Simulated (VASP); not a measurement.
```xyz
4
Lattice="3.9163 0.0000 0.0000 0.0000 3.9163 0.0000 0.0000 0.0000 3.9163" Properties=species:S:1:pos:R:3 pbc="T T T"
Ti     0.0000     0.0000     0.0000
Pt     0.0000     1.9581     1.9581
Pt     1.9581     0.0000     1.9581
Pt     1.9581     1.9581     0.0000
```

Method: r2SCAN+rVV10, VASP's PBE PAW potentials (set 64) (plane waves; VASP). Settings: 520 eV cut-off, 9×9×9 Γ-centred mesh, tetrahedra with Blöchl corrections, potentials Ti_sv Pt.

### Question
Give the energies of bands 11 to 24 at the high-symmetry points, in eV from the Fermi level.

### Answer

| band | Γ | X | M | R |
|---|---|---|---|---|
| 11 | -6.97 | -5.29 | -5.04 | -4.67 |
| 12 | -3.77 | -4.88 | -5.04 | -3.82 |
| 13 | -3.77 | -4.54 | -4.53 | -3.82 |
| 14 | -3.77 | -4.54 | -4.53 | -3.82 |
| 15 | -1.82 | -3.77 | -4.31 | -3.18 |
| 16 | -1.82 | -3.24 | -3.36 | -3.18 |
| 17 | -0.63 | -2.80 | -3.28 | -0.89 |
| 18 | -0.01 | -2.80 | -3.28 | -0.79 |
| 19 | -0.01 | -2.77 | -2.49 | -0.79 |
| 20 | -0.01 | -1.51 | -2.45 | -0.79 |
| 21 | 1.42 | -0.25 | -2.35 | -0.53 |
| 22 | 1.42 | -0.25 | 0.18 | -0.53 |
| 23 | 1.56 | -0.01 | 0.18 | -0.53 |
| 24 | 1.56 | 0.53 | 0.44 | 1.17 |

It has no gap at this level: it comes out as a metal or semimetal.

The compound is Pt3Ti in the L1_2 structure. It was relaxed first.
